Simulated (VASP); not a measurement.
VASP input:

**INCAR**
```
SYSTEM = LiF
PREC = Accurate
ENCUT = 520
EDIFF = 1E-6
NELM = 100
ALGO = Normal
LREAL = .FALSE.
LASPH = .TRUE.
ISMEAR = 0
SIGMA = 0.05
GGA = PE
LWAVE = .FALSE.
LCHARG = .FALSE.
ISIF = 2
LSORBIT = .TRUE.
MAGMOM = 0 0 0 0 0 0
GGA_COMPAT = .FALSE.
```

**POSCAR**
```
LiF
1
    0.0000000000     2.0553000000     2.0553000000
    2.0553000000     0.0000000000     2.0553000000
    2.0553000000     2.0553000000     0.0000000000
Li F
1 1
Direct
  0.0000000000   0.0000000000   0.0000000000
  0.5000000000   0.5000000000   0.5000000000
```

KPOINTS:
```
Automatic mesh
0
Gamma
8 8 8
0 0 0
```

POTCAR, in this order: Li_sv F (PBE.64 set). Program: vasp_std.

Output of the run:

**standard output**
```
 POSCAR found type information on POSCAR LiF
 POSCAR found :  2 types and       2 ions
 Reading from existing POTCAR

 -----------------------------------------------------------------------------
|                                                                             |
|     EEEEEEE  RRRRRR   RRRRRR   OOOOOOO  RRRRRR      ###     ###     ###     |
|     E        R     R  R     R  O     O  R     R     ###     ###     ###     |
|     E        R     R  R     R  O     O  R     R     ###     ###     ###     |
|     EEEEE    RRRRRR   RRRRRR   O     O  RRRRRR       #       #       #      |
|     E        R   R    R   R    O     O  R   R                               |
|     E        R    R   R    R   O     O  R    R      ###     ###     ###     |
|     EEEEEEE  R     R  R     R  OOOOOOO  R     R     ###     ###     ###     |
|                                                                             |
|     ERROR: Noncollinear calculations require that VASP is compiled          |
|     without the flag -DNGXhalf and-DNGZhalf.                                |
|     You probably tried to run a noncollinear calculation                    |
|     (LNONCOLLINEAR=T) with the executable vasp_std. Use vasp_ncl            |
|     instead!                                                                |
|                                                                             |
|       ---->  I REFUSE TO CONTINUE WITH THIS SICK JOB ... BYE!!! <----       |
|                                                                             |
 -----------------------------------------------------------------------------
```

Question: Read input and log: which fault does this run have?
(A) LSORBIT needs the non-collinear program vasp_ncl
(B) Methfessel-Paxton smearing was used on a material with a gap
(C) EDIFFG is positive, so the stop tests the energy change and not the forces
(D) ISPIN is misspelt, so the run is not spin-polarised

Answer: A, LSORBIT needs the non-collinear program vasp_ncl. VASP stops with an error: ERROR: Noncollinear calculations require that VASP is compiled without the flag -DNGXhalf and-DNGZhalf. You probably tried to run a noncollinear calculation (LNONCOLLINEAR=T) with the executable vasp_std. Use vasp_ncl instead! ----> I REFUSE TO CONTINUE WITH THIS SICK JOB ... BYE!!! <----

To mend it, run vasp_ncl.

The mended run (PBE GGA with spin-orbit coupling, plane waves, VASP's PBE PAW potentials (set 64)) converges, and its OSZICAR ends with
```
   1 F= -.96378127E+01 E0= -.96378127E+01  d E =-.536446E-17  mag=    -0.0000     0.0000     0.0000
```

The compound is LiF in the rock salt structure. The cell was not relaxed at this level.
